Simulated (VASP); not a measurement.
Crystal: Te3Se.

```
Te Se
1.0
     7.86009    0.00000    0.00000
    -3.93004    6.80703    0.00000
     0.00000    0.00000    4.30216
Te Se
6 2
Direct
  0.17126 0.34252 0.25000
  0.17126 0.82874 0.25000
  0.65748 0.82874 0.25000
  0.82874 0.65748 0.75000
  0.82874 0.17126 0.75000
  0.34252 0.17126 0.75000
  0.33333 0.66667 0.75000
  0.66667 0.33333 0.25000
```

The cell comes from a database or a generator and needn't be the stable form of this composition.

| Quantity | Value |
| --- | --- |
| Program | VASP 6.6.1 |
| Task | single point |
| Functional | PBE |
| Potentials or basis | VASP PAW PBE potentials, release 64 (Te, Se) |
| Cutoff | 520 eV |
| k mesh | 4 × 4 × 6 |
| Occupations | fermi-dirac, width 0.05 eV |
| Spin | no spin polarisation |

On this cell: pressure 0.1 GPa; largest force 0.003 eV/Å; band gap on the k mesh none (metal or under the smearing width).

The same run follows on a disturbed copy (atoms moved at random, drawn with an rms of 0.05 Å):

```xyz
8
Lattice="7.8601 0.0000 0.0000 -3.9300 6.8070 0.0000 0.0000 0.0000 4.3022" Properties=species:S:1:pos:R:3 pbc="T T T"
Te   -0.0249    2.3278    1.0925
Te   -1.9269    5.6385    1.0490
Te    1.9391    5.6564    1.1180
Te    3.9884    4.4689    3.1855
Te    5.8267    1.1558    3.2345
Te    2.0048    1.1749    3.2545
Se   -0.0006    4.5204    3.2227
Se    3.9672    2.2599    1.0738
```

Task: What does the disturbed cell give?

Result: The energy (extrapolated to zero smearing) moves by +1.1 meV/atom; pressure 0.1 GPa; largest force 0.137 eV/Å; band gap on the k mesh none (metal or under the smearing width).

Forces on the atoms (eV/Å):
```
Te   0.102  0.073 -0.055
Te   0.055  0.050  0.009
Te  -0.067 -0.030 -0.073
Te  -0.055 -0.011  0.091
Te  -0.021 -0.070  0.021
Te  -0.010  0.006  0.000
Se   0.064 -0.019  0.027
Se  -0.068  0.002 -0.020
```

Stress tensor (GPa, compression positive):
```
 0.38  0.02  0.03
 0.02  0.28 -0.05
 0.03 -0.05 -0.22
```
